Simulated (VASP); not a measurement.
All values below come from PBE GGA, VASP's PBE PAW potentials (set 64) (plane waves; VASP).

VASP ran on this input.

### POSCAR
```
HgTe
1
    0.0000000000     3.2946000000     3.2946000000
    3.2946000000     0.0000000000     3.2946000000
    3.2946000000     3.2946000000     0.0000000000
Hg Te
1 1
Direct
  0.0000000000   0.0000000000   0.0000000000
  0.2500000000   0.2500000000   0.2500000000
```

File KPOINTS:
```
kpoints
0
gamma
  5 5 5
0 0 0
```

INCAR:
```
! general
SYSTEM =HgTe
PREC   =Accurate
ENCUT  =400
LREAL  =.False.
LASPH  =.True.   ! aspherical one-centre terms

! electronic loop
EDIFF  =1E-6   ! SCF stop (eV)
NELM   =100
ALGO   =Normal
LMAXMIX=6

! smearing
ISMEAR =0   ! Gaussian
SIGMA  =0.05   ! width (eV)

! functional
GGA    =PE

! ions
IBRION =2
NSW    =40
ISIF   =3
EDIFFG =-0.01

! output
LWAVE  =.False.
LCHARG =.False.
```

POTCAR, in this order: Hg Te (PBE.64 set). Program: vasp_std.

Energy and stress use the plane-wave basis of the starting cell. Unless said otherwise, spin-orbit coupling is left out, though it shifts the bands of the heavy elements here.

Question: Estimate the energy per atom (σ→0), volume per atom, band gap (on the k-mesh).

Answer: 
- energy per atom (σ→0): -1.812 eV/atom
- band gap (on the k-mesh): none (metal, semimetal or under 0.01 eV)
- volume per atom: 36.93 Å³/atom

### OSZICAR
```
...
DAV:   1    -0.363168144271E+01   -0.74919E-02   -0.14815E-01   270   0.461E+00    0.632E-01
DAV:   2    -0.362529544582E+01    0.63860E-02   -0.16829E-02   270   0.188E+00    0.202E-01
DAV:   3    -0.362464307100E+01    0.65237E-03   -0.18906E-03   260   0.416E-01    0.198E-01
DAV:   4    -0.362455437101E+01    0.88700E-04   -0.21492E-04   290   0.115E-01    0.319E-02
DAV:   5    -0.362454814044E+01    0.62306E-05   -0.35208E-05   273   0.728E-02    0.296E-02
DAV:   6    -0.362454995673E+01   -0.18163E-05   -0.67316E-06   270   0.263E-02    0.104E-02
DAV:   7    -0.362454947800E+01    0.47873E-06   -0.17196E-06   150   0.169E-02
   3 F= -.36245495E+01 E0= -.36242410E+01  d E =-.852455E-02
```

The compound is HgTe in the zinc blende structure. This run relaxes it. Symmetry was kept, so distortions that lower it aren't found. The k-mesh is coarse (spacing up to 0.33 per Å, 2π included), so the numbers may not be converged in it.
